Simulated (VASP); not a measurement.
Input:

```
CELL_PARAMETERS angstrom
      2.67834    -2.67724    -0.00695
      2.67834     2.67724    -0.00695
     -2.61894     0.00000     4.79791
ATOMIC_POSITIONS crystal
  Ti 0.12809 0.87191 0.25000
  Ti 0.87191 0.12809 0.75000
  O  0.33092 0.08653 0.66502
  O  0.66908 0.91347 0.33498
  O  0.91347 0.66908 0.83498
  O  0.08653 0.33092 0.16502
```

Calculation: r2SCAN meta-GGA, VASP's PBE PAW potentials (set 64) (plane waves; VASP). Run with 520 eV cut-off, 7×7×5 Γ-centred mesh, tetrahedra with Blöchl corrections, potentials Ti_sv O.

Question: Predict the energy per atom (σ→0), band gap (over mesh and band path) with the smallest direct gap where there is one.

Answer: 
The band gap (over mesh and band path) comes out as 2.53 eV and the smallest direct gap (over mesh and band path) comes out as 2.88 eV. The energy per atom (σ→0) is -11.643 eV/atom.

The structure comes from a computed database's TiO2 entry (C2/c); how it stands against other phases isn't given here. It was relaxed first.
